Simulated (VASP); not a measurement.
```xyz
2
Lattice="0.0000 2.3171 2.3171 2.3171 0.0000 2.3171 2.3171 2.3171 0.0000" Properties=species:S:1:pos:R:3 pbc="T T T"
Hf     0.0107     0.0567     0.0011
C      2.3065     2.2605     2.3160
```

Level of theory: PBEsol GGA, VASP's PBE PAW potentials (set 64) (plane waves; VASP). Numerical set-up: 400 eV cut-off, 12×12×12 Γ-centred mesh, Gaussian smearing of 0.20 eV, potentials Hf_pv C.

Problem. The ions are relaxed. Give the cell that the relaxation ends in.

Solution. 
```xyz
2
Lattice="0.0000 2.3171 2.3171 2.3171 0.0000 2.3171 2.3171 2.3171 0.0000" Properties=species:S:1:pos:R:3 pbc="T T T"
Hf     2.3172     4.6341     2.3172
C      2.3170     2.3173     2.3171
```
Space group Fm-3m (225), at a tolerance of 0.03 Å.

Problem. How much energy does the relaxation gain?

Solution. The energy (σ→0) changes by -25.6 meV/atom, in 5 ionic steps.

The structure comes from a computed database's HfC entry; how it stands against other phases isn't given here. In the starting cell atoms are displaced from their ideal sites. This run relaxes the ions in a fixed cell. The run is one of a series of settings (EDIFFG = -0.005, IBRION = 2, NSW = 50 against the base run), some of them coarse on purpose.
